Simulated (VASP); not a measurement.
Given:

```yaml
crystal:
  lattice:
    - [5.61666, 0.00000, 0.00000]
    - [0.00000, 5.61666, 0.00000]
    - [0.00000, 0.00000, 5.61666]
  atoms:
    - { symbol: In, position: [0.00000, 0.00000, 0.00000] }
    - { symbol: P, position: [0.25992, 0.25992, 0.25992] }
    - { symbol: P, position: [0.74008, 0.74008, 0.25992] }
    - { symbol: P, position: [0.74008, 0.25992, 0.74008] }
    - { symbol: P, position: [0.25992, 0.74008, 0.74008] }
    - { symbol: Ga, position: [0.50000, 0.50000, 0.00000] }
    - { symbol: Ga, position: [0.50000, 0.00000, 0.50000] }
    - { symbol: Ga, position: [0.00000, 0.50000, 0.50000] }
```

These are PBE GGA, VASP's PBE PAW potentials (set 64) (plane waves; VASP 6.6.1) values and carry that method's errors. Run with 400 eV cut-off, Gaussian smearing of 0.050 eV, potentials In_d P Ga_d.

Unless said otherwise, spin-orbit coupling is left out, though it shifts the bands of the heavy elements here.

Q: Estimate the band gap (along the path) with the smallest direct gap where there is one.

A: 
| Property | Value |
|---|---|
| band gap (along the path) | 1.05 eV |
| smallest direct gap (along the path) | 1.05 eV |

Only differences to runs with the same potentials and settings are physical.

The structure was generated: Ga3InP4 was put into an ordered model structure (P-43m), which need not be its known phase. It was relaxed first.
